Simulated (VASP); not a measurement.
Output of a VASP run:

**OUTCAR**
```
 ion  position               nearest neighbor table
   1  0.333  0.667  0.250-   2 2.89   2 2.89   2 2.89   2 2.89   2 2.89   2 2.89
   2  0.667  0.333  0.750-   1 2.89   1 2.89   1 2.89   1 2.89   1 2.89   1 2.89
  LATTYP: Found a hexagonal cell.
 ALAT       =     2.9209572218
 C/A-ratio  =     1.6051116336
 Subroutine PRICEL returns:
 Original cell was already a primitive cell.
 Subroutine GETGRP returns: Found 24 space group operations
The static configuration has the point symmetry D_3d.
 The point group associated with its full space group is D_6h.
The dynamic configuration has the point symmetry D_3d.
 Subroutine INISYM returns: Found 24 space group operations
 Subroutine IBZKPT returns following result:
 Found    120 irreducible k-points:

 Following reciprocal coordinates:
            Coordinates               Weight
  0.000000  0.000000  0.000000      1.000000
  0.071429  0.000000  0.000000      6.000000
  0.142857  0.000000  0.000000      6.000000
  0.214286  0.000000  0.000000      6.000000
  0.285714  0.000000  0.000000      6.000000
  0.357143  0.000000  0.000000      6.000000
  0.428571  0.000000  0.000000      6.000000
  0.500000  0.000000  0.000000      3.000000
  0.071429  0.071429  0.000000      6.000000
  0.142857  0.071429  0.000000     12.000000
  0.214286  0.071429  0.000000     12.000000
  0.285714  0.071429  0.000000     12.000000
  0.357143  0.071429  0.000000     12.000000
  0.428571  0.071429  0.000000     12.000000
  0.142857  0.142857  0.000000      6.000000
  0.214286  0.142857  0.000000     12.000000
  0.285714  0.142857  0.000000     12.000000
  0.357143  0.142857  0.000000     12.000000
  0.428571  0.142857  0.000000      6.000000
  0.214286  0.214286  0.000000      6.000000
  0.285714  0.214286  0.000000     12.000000
  0.357143  0.214286  0.000000     12.000000
  0.285714  0.285714  0.000000      6.000000
  0.357143  0.285714  0.000000      6.000000
  0.000000  0.000000  0.125000      2.000000
  0.071429  0.000000  0.125000     12.000000
  0.142857  0.000000  0.125000     12.000000
  0.214286  0.000000  0.125000     12.000000
  0.285714  0.000000  0.125000     12.000000
  0.357143  0.000000  0.125000     12.000000
  0.428571  0.000000  0.125000     12.000000
  0.500000  0.000000  0.125000      6.000000
  0.071429  0.071429  0.125000     12.000000
  0.142857  0.071429  0.125000     24.000000
  0.214286  0.071429  0.125000     24.000000
  0.285714  0.071429  0.125000     24.000000
  0.357143  0.071429  0.125000     24.000000
  0.428571  0.071429  0.125000     24.000000
  0.142857  0.142857  0.125000     12.000000
  0.214286  0.142857  0.125000     24.000000
   k-points           NKPTS =    120   k-points in BZ     NKDIM =    120   number of bands    NBANDS=     14
   number of dos      NEDOS =    301   number of ions     NIONS =      2
   total plane-waves  NPLWV =  20736
   dimension x,y,z NGX =    24 NGY =   24 NGZ =   36
   dimension x,y,z NGXF=    48 NGYF=   48 NGZF=   72
   ions per type =               2
   PREC   = accura    normal or accurate (medium, high low for compatibility)
   ISTART =      0    job   : 0-new  1-cont  2-samecut
   ICHARG =      2    charge: 1-file 2-atom 10-const
   ISPIN  =      1    spin polarized calculation?
   LNONCOLLINEAR =      F non collinear calculations
   LSORBIT =      F    spin-orbit coupling
   INIWAV =      1    electr: 0-lowe 1-rand  2-diag
   ENCUT  =  500.0 eV  36.75 Ry    6.06 a.u.   5.33  5.33  8.55*2*pi/ulx,y,z
   NELM   =    100;   NELMIN=  2; NELMDL= -5     # of ELM steps
   EDIFF  = 0.1E-05   stopping-criterion for ELM
   LREAL  =      F    real-space projection
   NLSPLINE    = F    spline interpolate recip. space projectors
   LMAXMIX     =    6 max onsite mixed and CHGCAR
   VOSKOWN=      0    Vosko Wilk Nusair interpolation
   EDIFFG = -.2E-01   stopping-criterion for IOM
   NSW    =     40    number of steps for IOM
...
```

File OSZICAR:
```
...
DAV:   5    -0.213445765816E+02   -0.11152E-03   -0.11152E-03  4332   0.239E-01    0.768E+01
DAV:   6    -0.209599320709E+02    0.38464E+00   -0.27326E-01  3534   0.425E+00    0.454E+01
DAV:   7    -0.208091635135E+02    0.15077E+00   -0.44764E-01  3516   0.526E+00    0.204E+00
DAV:   8    -0.208044739189E+02    0.46896E-02   -0.27627E-02  3720   0.137E+00    0.188E-01
DAV:   9    -0.208045358578E+02   -0.61939E-04   -0.59254E-04  4494   0.194E-01    0.165E-01
DAV:  10    -0.208045416998E+02   -0.58420E-05   -0.44677E-05  3732   0.573E-02    0.316E-01
DAV:  11    -0.208045335013E+02    0.81985E-05   -0.10480E-05  3846   0.266E-02    0.117E-02
DAV:  12    -0.208045335074E+02   -0.61009E-08   -0.54346E-07  2250   0.635E-03
   1 F= -.14317858E+02 E0= -.14317940E+02  d E =-.143179E+02
       N       E                     dE             d eps       ncg     rms          rms(c)
DAV:   1    -0.208276763869E+02   -0.23143E-01   -0.17553E-01  3372   0.352E+00    0.563E-01
DAV:   2    -0.208253386064E+02    0.23378E-02   -0.38525E-03  4266   0.503E-01    0.240E-01
DAV:   3    -0.208246132074E+02    0.72540E-03   -0.94289E-04  4128   0.229E-01    0.176E-01
DAV:   4    -0.208245098833E+02    0.10332E-03   -0.24142E-04  4354   0.119E-01    0.104E-01
DAV:   5    -0.208245082398E+02    0.16436E-05   -0.12295E-05  4280   0.261E-02    0.970E-03
DAV:   6    -0.208245081779E+02    0.61826E-07   -0.25155E-07  1974   0.404E-03
   2 F= -.14318358E+02 E0= -.14318566E+02  d E =-.499594E-03
       N       E                     dE             d eps       ncg     rms          rms(c)
DAV:   1    -0.208224034932E+02    0.21047E-02   -0.21475E-03  3426   0.390E-01    0.625E-02
DAV:   2    -0.208223748662E+02    0.28627E-04   -0.47384E-05  4266   0.556E-02    0.267E-02
DAV:   3    -0.208223660017E+02    0.88645E-05   -0.11542E-05  4158   0.254E-02    0.195E-02
DAV:   4    -0.208223647188E+02    0.12828E-05   -0.27889E-06  3014   0.132E-02    0.112E-02
DAV:   5    -0.208223647137E+02    0.51282E-08   -0.33489E-07  1824   0.502E-03
   3 F= -.14318365E+02 E0= -.14318557E+02  d E =-.507008E-03
       N       E                     dE             d eps       ncg     rms          rms(c)
DAV:   1    -0.207974386960E+02    0.24926E-01   -0.15016E-01  3360   0.333E+00    0.586E-01
DAV:   2    -0.207950825522E+02    0.23561E-02   -0.43947E-03  4080   0.550E-01    0.252E-01
DAV:   3    -0.207943548954E+02    0.72766E-03   -0.84559E-04  3972   0.229E-01    0.148E-01
DAV:   4    -0.207942063000E+02    0.14860E-03   -0.29384E-04  4256   0.135E-01    0.985E-02
DAV:   5    -0.207941990085E+02    0.72915E-05   -0.26176E-05  4256   0.371E-02    0.118E-02
DAV:   6    -0.207941989291E+02    0.79376E-07   -0.71544E-07  2064   0.695E-03
   4 F= -.14318371E+02 E0= -.14318642E+02  d E =-.588821E-05
       N       E                     dE             d eps       ncg     rms          rms(c)
DAV:   1    -0.208091929053E+02   -0.14994E-01   -0.37293E-02  3360   0.166E+00    0.291E-01
DAV:   2    -0.208086064022E+02    0.58650E-03   -0.10981E-03  4062   0.275E-01    0.129E-01
DAV:   3    -0.208084260293E+02    0.18037E-03   -0.20699E-04  3966   0.113E-01    0.754E-02
DAV:   4    -0.208083878493E+02    0.38180E-04   -0.75727E-05  4214   0.687E-02    0.488E-02
DAV:   5    -0.208083860533E+02    0.17960E-05   -0.65740E-06  4152   0.186E-02    0.581E-03
DAV:   6    -0.208083860402E+02    0.13061E-07   -0.17165E-07  1914   0.341E-03
   5 F= -.14318532E+02 E0= -.14318777E+02  d E =-.166655E-03
```

**OUTCAR**
```
------------------------ aborting loop because EDIFF is reached ----------------------------------------
  FORCE on cell =-STRESS in cart. coord.  units (eV):
  Direction    XX          YY          ZZ          XY          YZ          ZX
  --------------------------------------------------------------------------------------
  Total        6.4892441      6.4892436      6.4897276      0.0000000     -0.0000000      0.0000000
  in kB      299.9718119    299.9717896    299.9941636      0.0000000     -0.0000000      0.0000000
  external PRESSURE =      -0.0207450 kB  Pullay stress =     300.0000000 kB
  volume of cell :       34.66
      direct lattice vectors                 reciprocal lattice vectors
     1.456875519 -2.523382325 -0.000000000     0.343200221 -0.198146747  0.000000000
     1.456875519  2.523382325  0.000000000     0.343200221  0.198146747  0.000000000
    -0.000000000  0.000000000  4.713991015     0.000000000 -0.000000000  0.212134473
 POSITION                                       TOTAL-FORCE (eV/Angst)
 -----------------------------------------------------------------------------------
      1.45688      0.84113      1.17850         0.000000      0.000000      0.000000
      1.45688     -0.84113      3.53549        -0.000000     -0.000000      0.000000
 -----------------------------------------------------------------------------------
    total drift:                                0.000000      0.000148     -0.000014
  FREE ENERGIE OF THE ION-ELECTRON SYSTEM (eV)
  ---------------------------------------------------
  free  energy   TOTEN  =       -20.8083860402 eV

  energy  without entropy=      -20.8091209938  energy(sigma->0) =      -20.80863102
  enthalpy is  TOTEN    =       -14.3185321318 eV   P V=        6.4898539084

 reached required accuracy - stopping structural energy minimisation
```
(Selected blocks of OUTCAR.)

POSCAR:
```
Hf
1
    1.4604786374    -2.5296231422     0.0000000000
    1.4604786374     2.5296231422     0.0000000000
   -0.0000000000     0.0000000000     4.6884624180
Hf
2
Direct
  0.3333330000   0.6666670000   0.2500000000
  0.6666670000   0.3333330000   0.7500000000
```

Task: Write an INCAR and KPOINTS that could have produced this output.

Result: One answer among several that fit: the input of the run itself, LDA (Ceperley-Alder, Perdew-Zunger), plane waves, VASP's LDA PAW potentials (set 64).

File KPOINTS:
```
Automatic mesh
0
Gamma
14 14 8
0 0 0
```

### INCAR
```
PREC=Accurate
NELM=100
LCHARG=.FALSE.
NSW=40
EDIFF=1E-6   # SCF stop (eV)
LMAXMIX=6
ISIF=3   # ions, shape and volume
EDIFFG=-0.02   # ionic stop
ENCUT=500
PSTRESS=300
SIGMA=0.1   # width (eV)
LREAL=.FALSE.
SYSTEM=Hf
LASPH=.TRUE.   # aspherical one-centre terms
ALGO=Normal
LWAVE=.FALSE.
ISMEAR=1
IBRION=2   # conjugate gradients
```

POTCAR, in this order: Hf_pv (LDA.64 set). Program: vasp_std.

The compound is Hf in the hcp structure. This run relaxes it under an external pressure of 30 GPa. Symmetry was kept, so distortions that lower it aren't found.
